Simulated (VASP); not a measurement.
An input for Ansatz (written as the equivalent of a VASP run, and not itself run):

Ansatz 0.2 input:
```yaml
crystal:
  lattice:
    - [4.1934928, 0.0000000, 0.0000000]
    - [-2.0967464, 3.6316710, 0.0000000]
    - [0.0000000, 0.0000000, 2.5007984]
  atoms:
    - { symbol: Ni, position: [0.0000000, 0.0000000, 0.0000000], spin: 2 }
    - { symbol: Si, position: [0.3333330, 0.6666670, 0.5000000] }
    - { symbol: Si, position: [0.6666670, 0.3333330, 0.5000000] }
kpoints:
  mp_grid: { grid: [8, 8, 11] }
hamiltonian:
  xc: r2scan
  pseudopotentials: { kind: paw }
magnetization: { spin_polarized: true }
scf:
  occupations: { method: methfessel_paxton, width: 0.1 }
  max_iter: 100
relax:
  max_steps: 60
  f_tol: 0.02
  cell: {}
output: { forces: true, stress: true, eigenvalues: true }
```

Problem. Write the VASP files for the same calculation (r2SCAN).

Solution. One answer among several that fit: 
INCAR:
```
! general
SYSTEM   =  Si2Ni
PREC     =  Accurate
ENCUT    =  400
LREAL    =  .FALSE.
LASPH    =  .TRUE.

! electronic loop
EDIFF    =  1E-6
NELM     =  100
ALGO     =  Normal
LMAXMIX  =  4
LMIXTAU  =  .TRUE.

! smearing
ISMEAR   =  1
SIGMA    =  0.1

! functional
METAGGA  =  R2SCAN

! spin
ISPIN    =  2
MAGMOM   =  2.0 2*0.0

! ions
IBRION   =  2
NSW      =  60
ISIF     =  3
EDIFFG   =  -0.02

! output
LWAVE    =  .FALSE.
LCHARG   =  .FALSE.
LORBIT   =  10
```

File POSCAR:
```
Si2Ni
1.0
  4.1934928031   0.0000000000   0.0000000000
 -2.0967464016   3.6316709603   0.0000000000
  0.0000000000   0.0000000000   2.5007984059
Ni Si
1 2
Direct
  0.0000000000   0.0000000000   0.0000000000
  0.3333330000   0.6666670000   0.5000000000
  0.6666670000   0.3333330000   0.5000000000
```

File KPOINTS:
```
K-points
0
gamma
  8 8 11
0 0 0
```

POTCAR, in this order: Ni Si (PBE.64 set). Program: vasp_std.

The two are equivalent in intent, not identical: each code has its own PAW files, so the cut-off isn't converted (ENCUT is set for VASP's; basis.ecutwfc is left out, and Ansatz then takes the one that its files recommend); Ansatz stops its SCF on the density residual and VASP on the energy change (EDIFF).

The structure was generated: Si2Ni was put into the AlB2 type (P6/mmm), which need not be its known phase. This run relaxes it. Symmetry was kept, so distortions that lower it aren't found. The start is the result of an earlier pass.
